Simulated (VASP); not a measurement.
```
GaAs
1.0
    0.00000     2.89092     2.89092
    2.89092     0.00000     2.89092
    2.89092     2.89092     0.00000
Ga As
1 1
Cartesian
  0.00000   0.00000   0.00000
  1.44546   1.44546   1.44546
```

These are revTPSS meta-GGA, VASP's PBE PAW potentials (set 64) (plane waves; VASP) values and carry that method's errors. Run with 520 eV cut-off, 8×8×8 Γ-centred mesh, Gaussian smearing of 0.050 eV, potentials Ga_d As.

Question: The job: GaAs (zinc blende), 2 atoms, revTPSS, static run, 520 eV, 8×8×8 Γ-centred mesh. Roughly how much core time does it take on a busy server core?

Answer: About 3 core-minutes (one run on a shared machine, a rough figure). It had 29 irreducible k-points, 13 bands, up to 1316 plane waves and 47 electronic steps.

The compound is GaAs in the zinc blende structure. This cell is one point of a volume scan, at 1.06 of the reference volume.
